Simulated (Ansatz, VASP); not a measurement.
# Cross-check of TiSn between VASP and Ansatz, part 2 of 2

Wanted: the spread between two codes on one cell, functional and k mesh. The cell is generated by rule, not measured, and may not be a known phase. The cell is taken from a series of runs on this material, whose earlier steps may have relaxed, scaled, displaced or heated it; both programs get it as it stands.

VASP 6.6.1 and Ansatz 0.2.0.

So far: Set-up; VASP: zone-centre phonons, PBE.

### Step 2. VASP: zone-centre phonons, PBE (continued)

Level of this step: PBE; plane waves and PAW (Ti_sv, Sn_d); invented cell (VASP).

Numbers of over 12 decimals in the logs are rounded to 6 here.

Parts of OUTCAR (step 2):

```text
ion  position               nearest neighbor table
   1  0.333  0.667  0.250-   4 2.73   4 2.73   3 2.77   3 2.77   3 2.77
   2  0.667  0.333  0.750-   3 2.73   3 2.73   4 2.77   4 2.77   4 2.77
   3  0.667  0.333  0.250-   2 2.73   2 2.73   1 2.77   1 2.77   1 2.77
   4  0.333  0.667  0.750-   1 2.73   1 2.73   2 2.77   2 2.77   2 2.77

  LATTYP: Found a hexagonal cell.
 ALAT       =     4.8023495683
 C/A-ratio  =     1.1379830312

 Subroutine GETGRP returns: Found 24 space group operations
 (whereof 12 operations were pure point group operations)

The static configuration has the point symmetry D_3d.
 The point group associated with its full space group is D_6h.

 Found     56 irreducible k-points:

   k-points           NKPTS =     56   k-points in BZ     NKDIM =     56   number of bands    NBANDS=     32

   dimension x,y,z NGX =    36 NGY =   36 NGZ =   40
   dimension x,y,z NGXF=    72 NGYF=   72 NGZF=   80

   ENCUT  =  500.0 eV  36.75 Ry    6.06 a.u.   8.76  8.76  9.96*2*pi/ulx,y,z

   NELECT =      52.0000    total number of electrons

 k-points in reciprocal lattice and weights: Automatic mesh
   0.00000000  0.00000000  0.00000000       0.002
   0.10000000 -0.00000000  0.00000000       0.010
   0.20000000 -0.00000000  0.00000000       0.010
   0.30000000  0.00000000  0.00000000       0.010
   0.40000000 -0.00000000  0.00000000       0.010
   0.50000000  0.00000000  0.00000000       0.005
   0.10000000  0.10000000  0.00000000       0.010
   0.20000000  0.10000000  0.00000000       0.020
   0.30000000  0.10000000  0.00000000       0.020
[...]
0.40000000  0.20000000  0.50000000       0.010
   0.30000000  0.30000000  0.50000000       0.010

 average (electrostatic) potential at core
       1 -75.7097       2 -75.7097       3-100.4989       4-100.4989

  Total       -0.0300106     -0.0300106      0.0193148     -0.0000000      0.0000000      0.0000000
  in kB       -0.4405112     -0.4405112      0.2835130     -0.0000000      0.0000000      0.0000000
  external PRESSURE =      -0.1991698 kB  Pullay stress =       0.0000000 kB

  energy-cutoff  :      500.00
  volume of cell :      109.15
      direct lattice vectors                 reciprocal lattice vectors
     4.802349568  0.000003102  0.000000000     0.208231328  0.120222592  0.000000000
    -2.401177470  4.158955173  0.000000000    -0.000000155  0.240444916  0.000000000
     0.000000000  0.000000000  5.464992318     0.000000000  0.000000000  0.182982874

 POSITION                                       TOTAL-FORCE (eV/Angst)
 -----------------------------------------------------------------------------------
     -0.00000      2.77264      1.36625         0.000000      0.000000      0.000000
      2.40117      1.38632      4.09874        -0.000000     -0.000000      0.000000
      2.40117      1.38632      1.36625        -0.000000     -0.000000      0.000000
     -0.00000      2.77264      4.09874        -0.000000     -0.000000      0.000000
 -----------------------------------------------------------------------------------
    total drift:                                0.000000     -0.000000      0.000000

 Eigenvectors and eigenvalues of the dynamical matrix
 ----------------------------------------------------

   1 f  =    8.015018 THz    50.359845 2PiTHz  267.352230 cm-1    33.147437 meV
             X         Y         Z           dx          dy          dz
     -0.000002  2.772638  1.366248    -0.000000    0.000000    0.580031
      2.401174  1.386320  4.098744    -0.000000    0.000000   -0.580031
      2.401174  1.386320  1.366248     0.000000   -0.000000    0.404430
     -0.000002  2.772638  4.098744     0.000000   -0.000000   -0.404430

   2 f  =    7.738848 THz    48.624619 2PiTHz  258.140197 cm-1    32.005291 meV
             X         Y         Z           dx          dy          dz
     -0.000002  2.772638  1.366248    -0.000000   -0.000000   -0.598275
      2.401174  1.386320  4.098744    -0.000000   -0.000000   -0.598275
      2.401174  1.386320  1.366248     0.000000    0.000000    0.376917
     -0.000002  2.772638  4.098744     0.000000    0.000000    0.376917

   3 f  =    6.474170 THz    40.678412 2PiTHz  215.955075 cm-1    26.775005 meV
             X         Y         Z           dx          dy          dz
     -0.000002  2.772638  1.366248    -0.437516   -0.407229    0.000000
      2.401174  1.386320  4.098744    -0.437516   -0.407229    0.000000
      2.401174  1.386320  1.366248     0.276557    0.257412   -0.000000
     -0.000002  2.772638  4.098744     0.276557    0.257412   -0.000000

   4 f  =    6.474170 THz    40.678412 2PiTHz  215.955075 cm-1    26.775005 meV
             X         Y         Z           dx          dy          dz
     -0.000002  2.772638  1.366248     0.407229   -0.437516   -0.000000
      2.401174  1.386320  4.098744     0.407229   -0.437516   -0.000000
      2.401174  1.386320  1.366248    -0.257412    0.276557    0.000000
     -0.000002  2.772638  4.098744    -0.257412    0.276557   -0.000000

   5 f  =    6.384192 THz    40.113062 2PiTHz  212.953725 cm-1    26.402885 meV
             X         Y         Z           dx          dy          dz
     -0.000002  2.772638  1.366248    -0.449881   -0.418764   -0.000000
      2.401174  1.386320  4.098744     0.449881    0.418764   -0.000000
      2.401174  1.386320  1.366248     0.255920    0.238219    0.000000
     -0.000002  2.772638  4.098744    -0.255920   -0.238219    0.000000

   6 f  =    6.384192 THz    40.113062 2PiTHz  212.953725 cm-1    26.402885 meV
             X         Y         Z           dx          dy          dz
     -0.000002  2.772638  1.366248    -0.418764    0.449881   -0.000000
      2.401174  1.386320  4.098744     0.418764   -0.449881   -0.000000
      2.401174  1.386320  1.366248     0.238219   -0.255920    0.000000
     -0.000002  2.772638  4.098744    -0.238219    0.255920   -0.000000

   7 f  =    2.217382 THz    13.932222 2PiTHz   73.963902 cm-1     9.170351 meV
             X         Y         Z           dx          dy          dz
     -0.000002  2.772638  1.366248     0.256017    0.238115    0.000000
      2.401174  1.386320  4.098744    -0.256017   -0.238115    0.000000
      2.401174  1.386320  1.366248     0.450051    0.418581    0.000000
     -0.000002  2.772638  4.098744    -0.450051   -0.418581    0.000000

   8 f  =    2.217382 THz    13.932222 2PiTHz   73.963902 cm-1     9.170351 meV
             X         Y         Z           dx          dy          dz
     -0.000002  2.772638  1.366248     0.238115   -0.256017   -0.000000
      2.401174  1.386320  4.098744    -0.238115    0.256017    0.000000
      2.401174  1.386320  1.366248     0.418581   -0.450051    0.000000
     -0.000002  2.772638  4.098744    -0.418581    0.450051   -0.000000

   9 f  =    1.298253 THz     8.157165 2PiTHz   43.305066 cm-1     5.369141 meV
             X         Y         Z           dx          dy          dz
     -0.000002  2.772638  1.366248    -0.000000    0.000000   -0.404430
      2.401174  1.386320  4.098744    -0.000000    0.000000    0.404430
      2.401174  1.386320  1.366248    -0.000000    0.000000    0.580031
     -0.000002  2.772638  4.098744    -0.000000    0.000000   -0.580031

  10 f/i=    0.013770 THz     0.086520 2PiTHz    0.459320 cm-1     0.056948 meV
             X         Y         Z           dx          dy          dz
     -0.000002  2.772638  1.366248     0.116797   -0.359309    0.000000
      2.401174  1.386320  4.098744     0.116797   -0.359309    0.000000
      2.401174  1.386320  1.366248     0.184775   -0.568431    0.000000
     -0.000002  2.772638  4.098744     0.184775   -0.568431    0.000000

  11 f/i=    0.013770 THz     0.086520 2PiTHz    0.459320 cm-1     0.056948 meV
             X         Y         Z           dx          dy          dz
     -0.000002  2.772638  1.366248    -0.359309   -0.116797    0.000000
      2.401174  1.386320  4.098744    -0.359309   -0.116797    0.000000
      2.401174  1.386320  1.366248    -0.568431   -0.184775    0.000000
     -0.000002  2.772638  4.098744    -0.568431   -0.184775    0.000000

  12 f/i=    0.028081 THz     0.176439 2PiTHz    0.936684 cm-1     0.116134 meV
             X         Y         Z           dx          dy          dz
     -0.000002  2.772638  1.366248     0.000000    0.000000    0.376917
      2.401174  1.386320  4.098744     0.000000    0.000000    0.376917
      2.401174  1.386320  1.366248     0.000000    0.000000    0.598275
     -0.000002  2.772638  4.098744     0.000000    0.000000    0.598275

 ELASTIC MODULI CONTR FROM IONIC RELAXATION (kBar)
 Direction    XX          YY          ZZ          XY          YZ          ZX
 --------------------------------------------------------------------------------
 XX        -424.9781    424.9781     -0.0000     -0.0000     -0.0000      0.0000
 YY         424.9781   -424.9781      0.0000     -0.0000      0.0000     -0.0000
 ZZ          -0.0000      0.0000     -0.0000     -0.0000      0.0000     -0.0000
 XY          -0.0000     -0.0000     -0.0000   -424.9781     -0.0000      0.0000
 YZ          -0.0000      0.0000      0.0000     -0.0000     -0.0000      0.0000
 ZX           0.0000     -0.0000     -0.0000      0.0000      0.0000     -0.0000
 --------------------------------------------------------------------------------
```

### Step 3. Ansatz: zone-centre phonons, PBE

Ansatz runs on its default PAW (the set named soft_2) files.

The same cell, functional, mesh and smearing now go to Ansatz, which takes its cutoff from its data sets.

File input.yaml:

```yaml
crystal:
  lattice:
    - [4.8023495683, 3.1016e-06, 0.0]
    - [-2.4011774702, 4.1589551732, 0.0]
    - [0.0, 0.0, 5.4649923184]
  atoms:
    - { symbol: Ti, position: [0.3333333333, 0.6666666667, 0.25] }
    - { symbol: Ti, position: [0.6666666667, 0.3333333333, 0.75] }
    - { symbol: Sn, position: [0.6666666667, 0.3333333333, 0.25] }
    - { symbol: Sn, position: [0.3333333333, 0.6666666667, 0.75] }
kpoints:
  mp_grid: { grid: [10, 10, 6] }
hamiltonian:
  xc: pbe
scf:
  occupations: { method: methfessel_paxton, width: 0.15 }
output:
  eigenvalues: true
phonons:
  method: dfpt
```

Command:

```bash
$ ansatz run input.yaml --threads 4 --pin off --max-ram 7168MiB --backend cpu --events-out ev --progress --plain --runs-dir out
```

The log of the run:

```text
Engine: ansatz 0.2.0, aarch64-unknown-linux-gnu
Pseudopotentials: kind: paw
Pseudopotential: Ti, paw, valence charge 12, recommended cutoff 420 eV (normal), Ti.paw.azcp
Pseudopotential: Sn, paw, valence charge 14, recommended cutoff 420 eV (normal), Sn.paw.azcp
Functional definition: PBE
  parameter kappa = 0.804
  parameter beta = 0.066725
  exchange = pbe_x(kappa = kappa, mu = beta*pi^2/3)
  correlation = pbe_c(beta = beta)
Crystal: 4 atoms, lattice volume = 109.151 Å³
Basis set: ecut = 420 eV, 2119 PW (Γ), exchange–correlation on 72×72×80 points (8 copies of the dense FFT grid, shifted against one another)
Bands: 32, of which v1, the nominal top of the filled ones, is band 26 counted from 1 (25 counted from 0)
Symmetry: 24 space group operations
k-points: 172 of 600 (irreducible under 2 space group operations, time reversal used)
Non-local potential: Ti, projectors of the file, l = 0: 3, l = 1: 2, l = 2: 3, l = 3: 1
Non-local potential: Sn, projectors of the file, l = 0: 2, l = 1: 2, l = 2: 2, l = 3: 2
PAW form: soft (Blöchl's): semilocal exchange-correlation on the pseudo side does not see the compensation charge
PAW one-centre angular grid: Ti, 590 points (default); XC on 64 Gauss nodes
PAW one-centre angular grid: Sn, 590 points (default); XC on 64 Gauss nodes
Initial density: superposition of atomic densities (neutral atoms: chi_scale 0, normalization atom), corrected by the library's trained network
Initial wavefunctions: pseudopotential atomic-orbital guess
Functional: x = pbe(κ = 0.804, μ = 0.219515), c = pbe(β = 0.066725)
SCF iter   1: F=—  HF=-17046.840618 eV  |F-HF|=—  |Δ(HF+E_count)|=         —  Δρ=7.75e-3  dr2=8.28e-2  ethr=1.77e-3  ⟨swp⟩=6.0  Hψ=23254  notcnv=0
preconditioner: auto → LDOS  [metal: Δε(μ)=0.047 eV  Ē_g=13.894 eV  σ=0.150 eV  W_gap=0.26  n_scr=22 (ndim 8)  ℏωp=21.3 eV  f_vac=0.065  D(μ)=1.37/eV (n_scr^D=2)  β→1.0]
SCF iter   2: F=—  HF=-17046.853018 eV  |F-HF|=—  |Δ(HF+E_count)|=   1.24e-2  S|Δr|=    0.00e0  Δρ=1.04e-2  dr2=1.60e-1  ethr=1.59e-4  ⟨swp⟩=2.1  Hψ=12192  notcnv=0  defer=33
SCF iter   3: F=—  HF=-17046.824694 eV  |F-HF|=—  |Δ(HF+E_count)|=   2.83e-2  S|Δr|=    0.00e0  Δρ=1.87e-3  dr2=4.60e-3  ethr=1.59e-4  ⟨swp⟩=2.5  Hψ=9777  notcnv=0  defer=33
SCF iter   4: F=—  HF=-17046.823809 eV  |F-HF|=—  |Δ(HF+E_count)|=   8.85e-4  S|Δr|=    0.00e0  Δρ=2.31e-4  dr2=6.56e-5  ethr=8.85e-6  ⟨swp⟩=2.0  Hψ=6414  notcnv=0  defer=33
SCF iter   5: F=—  HF=-17046.823813 eV  |F-HF|=—  |Δ(HF+E_count)|=   4.21e-6  S|Δr|=    0.00e0  Δρ=3.54e-5  dr2=1.23e-6  ethr=1.26e-7  ⟨swp⟩=2.0  Hψ=9259  notcnv=0  defer=33
SCF iter   6: F=—  HF=-17046.823810 eV  |F-HF|=—  |Δ(HF+E_count)|=   3.20e-6  S|Δr|=    0.00e0  Δρ=5.82e-6  dr2=2.56e-8  ethr=2.36e-9  ⟨swp⟩=2.0  Hψ=6832  notcnv=0  defer=11
SCF iter   7: F=—  HF=-17046.823810 eV  |F-HF|=—  |Δ(HF+E_count)|=   5.08e-9  S|Δr|=    0.00e0  Δρ=1.25e-6  dr2=1.34e-9  ethr=4.92e-11  ⟨swp⟩=2.0  Hψ=9431  notcnv=0  defer=11
SCF iter   8: F=—  HF=-17046.823810 eV  |F-HF|=—  |Δ(HF+E_count)|=  7.86e-10  S|Δr|=    0.00e0  Δρ=1.30e-7  dr2=1.25e-11  ethr=2.59e-12  ⟨swp⟩=2.0  Hψ=8571  notcnv=0  defer=11
SCF iter   9: F=-17046.823810 eV  HF=-17046.823810 eV  |F-HF|=3.64e-12  |Δ(HF+E_count)|=  2.18e-11  S|Δr|=    0.00e0  Δρ=3.44e-8  dr2=6.15e-13  ethr=1.00e-12  ⟨swp⟩=6.6  Hψ=22726  notcnv=0
SCF 1 converged in 9 iterations: F = -17046.823810 eV  dr2 = 6.15e-13
  greatest PAW one-centre occupation: 0.999 electrons in one spin orbital (limit 2), on the Ti atom at site 1 (counted from 0), in its partial waves of l = 0
DFPT response loops at Γ: preconditioner auto → Kerker (q_TF=auto, 2.411 Å⁻¹) (partly filled bands, converged f_vac=0.061); β = 1.00, the filter's whole step (`scf.mixing.beta` (0.50) is not read by the response loops under this deck's `scf.mixing.preconditioner`; to damp them name `kerker` or `kerker_dos`, under which they read `scf.mixing.beta`, and type it under 1.00, their step now; both keys bind the ground state too); Broyden in place of MSR1
SCF converged after 9 iterations
Stability not checked: this state was not tested for a lower state beside it, because cold or Methfessel-Paxton smearing, or corrected tetrahedra, fill the levels in a way that the test cannot read (fill_not_monotonic; see scf.lower_state_search)
Free energy (F): -17046.823810 eV
Harris-Foulkes:  -17046.823810 eV  (|F-HF|=3.64e-12)
Internal energy: -17046.825404 eV  (E = F + TS)
E sigma→0 (E₀):  -17046.824208 eV
Entropy (-TS):   0.001594 eV (0.399 meV/atom)
Fermi energy:    8.559171 eV
--- Per-component energies (eV) ---
  E_band       = -642.459638
  E_kinetic    = 917.409746
  E_local      = -4467.128468  (includes V_loc(G=0)·N_el)
  E_nonlocal   = -44.851652
  E_hartree    = 2221.583372
  E_xc         = -957.829523
  E_vxc        = -433.347930  (∫ρ·V_xc dr)
  E_paw        = -10371.161992  (= ΣΔE_a)
  E_vpaw       = -1057.708348  (= ΣTr[D̂ρ^β])
  E_aug_tail   = 0.000259  (compensation charges beyond the density's cutoff)
  E_ewald      = -4344.847147
  E_smearing   = 0.001594  (= −TS)
  E_closure    = 0.000000  (closes the sum)
  Σ components = -17046.823810   (vs F -17046.823810, Δ=0.00e0)
--- Band table (eV; the first three rows and the last of 172) ---
  k-point 0: bands = [... 22 lower, 7.0499, 7.5580, 7.5580, 8.7546, 8.7546, 9.2890, 9.7158, 9.7158, ... 2 higher]
  k-point 1: bands = [... 22 lower, 7.0250, 7.4256, 7.4256, 8.8845, 8.9258, 8.9258, 9.7381, 9.7381, ... 2 higher]
  k-point 2: bands = [... 22 lower, 6.9965, 7.1987, 7.1987, 7.9349, 9.2573, 9.2573, 9.7159, 9.7159, ... 2 higher]
  k-point 171: bands = [... 22 lower, 7.0112, 7.5489, 7.9738, 8.0380, 8.8764, 9.0195, 9.4212, 9.5298, ... 2 higher]
--- Phonons (Γ-DFPT): 4 representative perturbations + reference, on 172 of 600 k-points (Σ response iterations 12) ---
  k mesh reduced under 2 symmetry operations, with k and −k counted as one. Each operation leaves every solved perturbation unchanged. A smaller set is not used because it would not reduce the number of displacements times k-points to solve
  ASR residual: 2.734e-5 → 0.000e0 eV/Å²; symmetrization residual: 1.605e-4 eV/Å²
  ASR residual per site (eV/Å²): 2.73e-5 2.73e-5 1.37e-5 1.37e-5
  Γ frequencies (cm⁻¹): 0.00 0.00 0.00 46.33 74.88 74.88 212.19 212.19 215.98 215.98 255.78 264.94
  non-analytic LO–TO correction: not included (Born effective charges unavailable; polar crystals: no LO–TO splitting at Γ)
```

### Step 4. Side by side

Known differences besides the potentials themselves: the cutoff is 420 eV in Ansatz and 500 eV in VASP. Total energies have different zeros and are not compared.

Both answers:

| quantity | Ansatz | VASP | difference |
| --- | --- | --- | --- |
| optical mode 1 (cm⁻¹) | 46.3 | 43.3 | +3.0 |
| optical mode 2 to 3 (cm⁻¹) | 74.9 | 74.0 | +1.24 % |
| optical mode 4 to 5 (cm⁻¹) | 212.2 | 213.0 | -0.36 % |
| optical mode 6 to 7 (cm⁻¹) | 216.0 | 216.0 | +0.01 % |
| optical mode 8 (cm⁻¹) | 255.8 | 258.1 | -0.91 % |
| optical mode 9 (cm⁻¹) | 264.9 | 267.4 | -0.90 % |

Modes are paired by rising frequency, not by their patterns, so a pair may set unlike modes beside each other; they are those without the splitting of longitudinal modes.

### Step 5. Outcome

```yaml
r_m_s_difference_of_the_optical_zone_centre_modes_each_program_s_sorted_by_frequency_zone_centre_phonons_pbe: 1.6 cm⁻¹
difference_in_optical_mode_2_to_3_zone_centre_phonons_pbe: +1.2 %
```

What this shows: The r.m.s. difference of the optical zone-centre modes, each program's sorted by frequency is 1.6 cm⁻¹ (zone-centre phonons, PBE). Among the rows given in per cent, the largest difference of the zone-centre phonons, PBE pair is in optical mode 2 to 3, +1.2 %. How closely two codes agree says nothing of how well the functional describes the real material.

[Lines on the potential files, build, host, timing and source positions are cut from VASP's logs without a mark.]

[Logs are printed without paths, hosts, clocks, repeated set-up lines and the standing remarks that a program may print on its own settings, such as how far it seeks lower states.]

[Hosts, paths, dates, database ids (printed as entryN), source tags and the programs' standing remarks are cut or masked in the printed files.]
